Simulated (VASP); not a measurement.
Here is the system:

```
CELL_PARAMETERS angstrom
      1.78894    -3.09854     0.00000
      1.78894     3.09854     0.00000
      0.00000     0.00000    18.97147
ATOMIC_POSITIONS crystal
  Te 0.33333 0.66667 0.84539
  Te 0.66667 0.33333 0.34539
  Te 0.66667 0.33333 0.15461
  Te 0.33333 0.66667 0.65461
  Mo 0.33333 0.66667 0.25000
  Mo 0.66667 0.33333 0.75000
```

Level of theory: revPBE GGA, VASP's PBE PAW potentials (set 64) (plane waves; VASP). Run with 520 eV cut-off, Gaussian smearing of 0.050 eV, potentials Te Mo_sv.

Without a dispersion term in the relaxation, distances and binding between the weakly bound layers, chains or molecules are unreliable, and so is what depends on them. Unless said otherwise, spin-orbit coupling is left out, though it shifts the bands of the heavy elements here.

Problem. What does the run give for the band gap (along the path) with the smallest direct gap where there is one?

Solution. 
```yaml
band gap (along the path): 1.03 eV
smallest direct gap (along the path): 1.03 eV
```

The compound is MoTe2 in the 2H layered structure. It was relaxed first, which changed the volume by +40 %.
